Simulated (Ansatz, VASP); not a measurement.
# Ti2CSO (Ti2COS MXene bilayer, AA): VASP beside Ansatz, part 2 of 2

Wanted: the spread between two codes on one cell, functional and k mesh. The cell is taken from a series of runs on this material, whose earlier steps may have relaxed, scaled, displaced or heated it; both programs get it as it stands.

VASP 6.6.1 and Ansatz 0.2.0.

So far: The starting structure; Ansatz: single point, LDA.

## (3) VASP: single point, LDA

Level of this step: LDA, no spin polarisation; plane waves and PAW (S, Ti_sv, C, O) (VASP).

The same cell, functional (in two slightly different forms), mesh and smearing now go to VASP, with its own data sets.

Lines of VASP's logs that name or quote its potential files are left out, and so is its time.

Input file INCAR:

```
SYSTEM = Ti2CSO
PREC = Accurate
ENCUT = 520
EDIFF = 1E-06
NELM = 120
ISMEAR = -1
SIGMA = 0.05
LREAL = .FALSE.
ALGO = Normal
GGA = PW92
NBANDS = 50
LASPH = .TRUE.
LORBIT = 11
LWAVE = .FALSE.
LCHARG = .FALSE.
ISIF = 2
LDIPOL = .TRUE.
IDIPOL = 3
DIPOL = 0.5 0.5 0.507
LVHAR = .TRUE.
GGA_COMPAT = .FALSE.
NELMDL = -8
KPAR = 2
```

Input file POSCAR:

```
Ti2CSO
1.0
    3.0459973537      0.0000000000      0.0000000000
   -1.5229986768      2.6379110882      0.0000000000
    0.0000000000      0.0000000000     30.5659619960
S Ti C O
2 4 2 2
Direct
    0.3333333333      0.6666666667      0.2944451741
    0.3333333333      0.6666666667      0.5446904857
    0.6666666666      0.3333333334      0.3464093916
    0.3333333333      0.6666666667      0.4274821880
    0.6666666666      0.3333333334      0.5965302998
    0.3333333333      0.6666666667      0.6775024159
    1.0000000000      0.0000000000      0.3844974866
    1.0000000000      0.0000000000      0.6347841603
    0.6666666666      0.3333333334      0.4549911647
    0.6666666666      0.3333333334      0.7055548259
```

Input file KPOINTS:

```
Automatic mesh
0
Gamma
18 18 1
0 0 0
```

Potentials, in the order of the species: S, Ti_sv, C and O (LDA family, release 64).

On the command line:

```
$ mpirun -np 2 vasp_std
```

Numbers of over 12 decimals in the logs are rounded to 6 here.

The program printed:

```text
[banner, memory and clock lines left out]
running    2 mpi-ranks, on    1 nodes
 distrk:  each k-point on    1 cores,    2 groups
 distr:  one band on    1 cores,    1 groups

 POSCAR found type information on POSCAR S TiC O
 POSCAR found :  4 types and      10 ions
|                                                                             |
|               ----> ADVICE to this user running VASP <----                  |
|                                                                             |
|     You enforced a specific xc type in the INCAR file but a different       |
|     [... a line on the potential file left out ...]
|     I HOPE YOU KNOW WHAT YOU ARE DOING!                                     |
|                                                                             |

 LDA part: xc-table for (Slater(with rela. corr.)+PW92), standard interpolation
 POSCAR, INCAR and KPOINTS ok, starting setup
 FFT: planning ... GRIDC
 FFT: planning ... GRID_SOFT
 FFT: planning ... GRID
 WAVECAR not read
 entering main loop
       N       E                     dE             d eps       ncg     rms          rms(c)
DAV:   1     0.106683193423E+04    0.10668E+04   -0.40622E+04  4044   0.162E+03
DAV:   2     0.650872699515E+02   -0.10017E+04   -0.96608E+03  4134   0.497E+02
DAV:   3    -0.951402502664E+02   -0.16023E+03   -0.15611E+03  5604   0.182E+02
DAV:   4    -0.112268217406E+03   -0.17128E+02   -0.17056E+02  5768   0.535E+01
DAV:   5    -0.113700111547E+03   -0.14319E+01   -0.14314E+01  5696   0.140E+01
DAV:   6    -0.113749945296E+03   -0.49834E-01   -0.49830E-01  5712   0.284E+00
DAV:   7    -0.113751785056E+03   -0.18398E-02   -0.18397E-02  5704   0.486E-01
DAV:   8    -0.113751824345E+03   -0.39289E-04   -0.39287E-04  5760   0.835E-02    0.381E+01
DAV:   9    -0.942971528987E+02    0.19455E+02   -0.16983E+02  5112   0.817E+01    0.179E+01
DAV:  10    -0.141644322518E+03   -0.47347E+02   -0.24650E+02  5758   0.604E+01    0.549E+01
DAV:  11    -0.919668969541E+02    0.49677E+02   -0.94383E+01  5206   0.316E+01    0.117E+01
DAV:  12    -0.918919030062E+02    0.74994E-01   -0.28237E+01  5112   0.307E+01    0.679E+00
DAV:  13    -0.925542917449E+02   -0.66239E+00   -0.15409E+01  5696   0.186E+01    0.643E+00
DAV:  14    -0.915863345495E+02    0.96796E+00   -0.42310E+00  5296   0.121E+01    0.302E+00
[...]
DAV:  30    -0.912445280109E+02   -0.80762E-05   -0.14111E-05  3700   0.177E-02    0.142E-02
DAV:  31    -0.912445387733E+02   -0.10762E-04   -0.82099E-06  4520   0.139E-02    0.822E-03
DAV:  32    -0.912445416547E+02   -0.28815E-05   -0.41102E-06  2788   0.102E-02    0.472E-03
DAV:  33    -0.912445482706E+02   -0.66159E-05   -0.53348E-06  3852   0.107E-02    0.147E-03
DAV:  34    -0.912445526227E+02   -0.43521E-05   -0.68442E-07  2324   0.407E-03    0.103E-03
DAV:  35    -0.912445538491E+02   -0.12263E-05   -0.20975E-07  2168   0.250E-03    0.116E-03
DAV:  36    -0.912445553893E+02   -0.15403E-05   -0.49656E-07  2334   0.310E-03    0.172E-03
DAV:  37    -0.912445557972E+02   -0.40785E-06   -0.18917E-07  2092   0.201E-03
   1 F= -.91244556E+02 E0= -.91235433E+02  d E =-.182446E-01
```

From OUTCAR (step 3):

```text
ion  position               nearest neighbor table
   1  0.333  0.667  0.294-   3 2.37   3 2.37   3 2.37
   2  0.333  0.667  0.545-   5 2.37   5 2.37   5 2.37
   3  0.667  0.333  0.346-   7 2.11   7 2.11   7 2.11   1 2.37   1 2.37   1 2.37
   4  0.333  0.667  0.427-   9 1.95   9 1.95   9 1.95   7 2.20   7 2.20   7 2.20
   5  0.667  0.333  0.597-   8 2.11   8 2.11   8 2.11   2 2.37   2 2.37   2 2.37
   6  0.333  0.667  0.678-  10 1.96  10 1.96  10 1.96   8 2.19   8 2.19   8 2.19
   7  0.000  0.000  0.384-   3 2.11   3 2.11   3 2.11   4 2.20   4 2.20   4 2.20
   8  0.000  0.000  0.635-   5 2.11   5 2.11   5 2.11   6 2.19   6 2.19   6 2.19
   9  0.667  0.333  0.455-   4 1.95   4 1.95   4 1.95
  10  0.667  0.333  0.706-   6 1.96   6 1.96   6 1.96

  LATTYP: Found a hexagonal cell.
 ALAT       =     3.0459973537
 C/A-ratio  =    10.0347959787

 Subroutine GETGRP returns: Found  6 space group operations
 (whereof  6 operations were pure point group operations)

The static configuration has the point symmetry C_3v.

 Found     37 irreducible k-points:

   k-points           NKPTS =     37   k-points in BZ     NKDIM =     37   number of bands    NBANDS=     50

   dimension x,y,z NGX =    24 NGY =   24 NGZ =  240
   dimension x,y,z NGXF=    48 NGYF=   48 NGZF=  480

   ENCUT  =  520.0 eV  38.22 Ry    6.18 a.u.   5.66  5.66 56.83*2*pi/ulx,y,z

   NELECT =      80.0000    total number of electrons

 k-points in reciprocal lattice and weights: Automatic mesh
   0.00000000  0.00000000  0.00000000       0.003
   0.05555556  0.00000000  0.00000000       0.019
   0.11111111  0.00000000  0.00000000       0.019
   0.16666667  0.00000000  0.00000000       0.019
   0.22222222  0.00000000  0.00000000       0.019
   0.27777778  0.00000000  0.00000000       0.019
   0.33333333 -0.00000000  0.00000000       0.019
   0.38888889  0.00000000  0.00000000       0.019
   0.44444444  0.00000000  0.00000000       0.019
[...]
0.33333333  0.27777778  0.00000000       0.037
   0.33333333  0.33333333  0.00000000       0.006

 dipolmoment           0.000000      0.000000     -0.014196 electrons x Angstroem

 average (electrostatic) potential at core
       1 -90.7513       2 -90.8098       3 -79.8523       4 -80.9800       5 -79.8694
       6 -80.9712       7 -57.4564       8 -57.4686       9 -76.3163      10 -76.2468

 E-fermi :   0.7125

 k-point     1 :       0.0000    0.0000    0.0000
  band No.  band energies     occupation
    ...
     32      -1.2948      2.00000
     33      -1.2780      2.00000
     34      -1.2780      2.00000
     35      -0.8271      2.00000
     36      -0.2800      2.00000
     37       1.2655      0.00003
     38       1.2655      0.00003
     39       1.2754      0.00003
     40       1.2754      0.00003
     41       1.6955      0.00000
    ...

 k-point     2 :       0.0556    0.0000    0.0000
  band No.  band energies     occupation
    ...
     32      -1.4611      2.00000
     33      -1.2967      2.00000
     34      -1.2795      2.00000
     35      -0.6524      2.00000
     36      -0.2144      2.00000
     37       0.9005      0.04552
     38       0.9462      0.01849
     39       1.0221      0.00408
     40       1.0570      0.00203
     41       1.5386      0.00000
    ...

 k-point     3 :       0.1111    0.0000    0.0000
  band No.  band energies     occupation
    ...
     36      -0.2463      2.00000
     37       0.2138      1.99991
     38       0.3079      1.99939
     39       0.6815      1.30009
     40       0.7260      0.86580
     41       1.3372      0.00001
     42       1.3914      0.00000
     43       1.9821      0.00000
     44       2.0242      0.00000
     45       2.3499      0.00000
    ...

  Total        0.2954564      0.2954564      0.1589928      0.0000000      0.0000000      0.0000000
  in kB        1.9274191      1.9274191      1.0371948      0.0000000      0.0000000      0.0000000
  external PRESSURE =       1.6306777 kB  Pullay stress =       0.0000000 kB

  energy-cutoff  :      520.00
  volume of cell :      245.60
      direct lattice vectors                 reciprocal lattice vectors
     3.045997354  0.000000000  0.000000000     0.328299694  0.189543917  0.000000000
    -1.522998677  2.637911088  0.000000000     0.000000000  0.379087834  0.000000000
     0.000000000  0.000000000 30.565961996     0.000000000  0.000000000  0.032716130

 POSITION                                       TOTAL-FORCE (eV/Angst)
 -----------------------------------------------------------------------------------
     -0.00000      1.75861      9.00000        -0.000000      0.000000     -0.011905
     -0.00000      1.75861     16.64899        -0.000000      0.000000     -0.002026
      1.52300      0.87930     10.58834        -0.000000     -0.000000     -0.009138
     -0.00000      1.75861     13.06640        -0.000000      0.000000     -0.055339
      1.52300      0.87930     18.23352         0.000000      0.000000     -0.003522
     -0.00000      1.75861     20.70851        -0.000000      0.000000     -0.027530
      0.00000      0.00000     11.75254        -0.000000      0.000000     -0.002502
      0.00000      0.00000     19.40279        -0.000000      0.000000     -0.016152
      1.52300      0.87930     13.90724         0.000000     -0.000000      0.074734
      1.52300      0.87930     21.56596        -0.000000     -0.000000      0.053380
 -----------------------------------------------------------------------------------
    total drift:                                0.000003     -0.000001     -0.000804

  FREE ENERGIE OF THE ION-ELECTRON SYSTEM (eV)
  ---------------------------------------------------
  free  energy   TOTEN  =       -91.2445557972 eV

  energy  without entropy=      -91.2263111922  energy(sigma->0) =      -91.23543349

 vacuum level on the upper side and lower side of the slab         6.518         6.837

 total charge
# of ion       s       p       d       tot
------------------------------------------
    1        1.371   2.343   0.000   3.714
    2        1.370   2.348   0.000   3.718
    3        2.214   6.263   2.029  10.507
    4        2.209   6.273   1.902  10.384
    5        2.214   6.262   2.032  10.508
    6        2.208   6.272   1.898  10.379
    7        0.887   1.535   0.000   2.422
    8        0.887   1.535   0.000   2.422
    9        1.568   3.447   0.000   5.015
   10        1.566   3.446   0.000   5.011
--------------------------------------------------
tot         16.493  39.724   7.862  64.080

[... 3 further parts left out ...]
```

This run has no spin polarisation, so a moment on Ti, if there is one, isn't seen.

## (4) Differences

Known differences besides the potentials themselves: the cutoff is 420 eV in Ansatz and 520 eV in VASP; VASP's log shows a relativistic correction to its local exchange, Ansatz's none. Total energies have different zeros and are not compared.

The two programs side by side:

```csv
quantity,Ansatz,VASP,difference
"work function, lower of the two faces (eV)",5.78,5.81,-0.03
"work function, higher of the two faces (eV)",6.14,6.12,+0.01
```

With vacuum in the cell, a pressure given here is an average over mostly empty space and none of the material.

## (5) What came out

| Property | Result |
| --- | --- |
| difference in work function, lower of the two faces (single point, LDA) | -0.030 eV |

The difference in work function, lower of the two faces is -0.030 eV (single point, LDA). Such differences can come from data sets, numerical settings and the points named under the comparisons, not from the functional's error against experiment.

[Lines on the potential files, build, host, timing and source positions are cut from VASP's logs without a mark.]

[Logs are printed without paths, hosts, clocks, repeated set-up lines and the standing remarks that a program may print on its own settings, such as how far it seeks lower states.]

[Hosts, paths, dates, database ids (printed as entryN), source tags and the programs' standing remarks are cut or masked in the printed files.]
